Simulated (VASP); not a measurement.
```xyz
4
Lattice="-1.6755 1.6755 5.6724 1.6755 -1.6755 5.6724 1.6755 1.6755 -5.6724" Properties=species:S:1:pos:R:3 pbc="T T T"
W      0.0000     0.0000     8.5086
W      0.0000     1.6755     0.0000
Si     0.0000     0.0000     1.8832
Si     0.0000     1.6755     4.7194
```

The numbers are results of PBE GGA, VASP's PBE PAW potentials (set 64) (plane waves; VASP 6.6.1), not measurements. Numerical set-up: 300 eV cut-off, 7×7×7 Γ-centred mesh, Gaussian smearing of 0.10 eV, potentials W_sv Si.

Give the energies of bands 11 to 21 at the high-symmetry points, in eV from the Fermi level.

| band | Γ | X | P | N | M | S | R |
|---|---|---|---|---|---|---|---|
| 11 | -5.89 | -4.76 | -4.83 | -6.23 | -3.50 | -6.42 | -4.81 |
| 12 | -3.13 | -4.76 | -4.83 | -5.25 | -3.50 | -5.05 | -4.81 |
| 13 | -2.67 | -3.93 | -3.79 | -2.98 | -3.04 | -2.77 | -3.89 |
| 14 | -2.01 | -3.93 | -3.79 | -2.61 | -3.04 | -2.59 | -3.89 |
| 15 | -1.64 | -2.17 | -2.33 | -1.87 | -2.34 | -2.08 | -2.15 |
| 16 | -1.64 | -2.17 | -2.33 | -1.85 | -2.34 | -1.76 | -2.15 |
| 17 | -0.86 | -1.03 | -0.94 | -1.73 | 0.67 | -1.72 | -1.09 |
| 18 | -0.86 | -1.03 | -0.94 | -0.46 | 0.67 | -0.71 | -1.09 |
| 19 | 0.31 | 2.40 | 2.40 | 0.68 | 1.07 | 0.74 | 2.23 |
| 20 | 1.09 | 2.40 | 2.40 | 0.89 | 1.07 | 1.14 | 2.23 |
| 21 | 2.15 | 2.57 | 2.56 | 2.16 | 1.85 | 2.05 | 2.63 |

It has no gap at this level: it comes out as a metal or semimetal.

The structure was generated: SiW was put into an ordered model structure, which need not be its known phase. The cell was not relaxed at this level. The k-mesh is coarse (spacing up to 0.38 per Å, 2π included), so the numbers may not be converged in it.
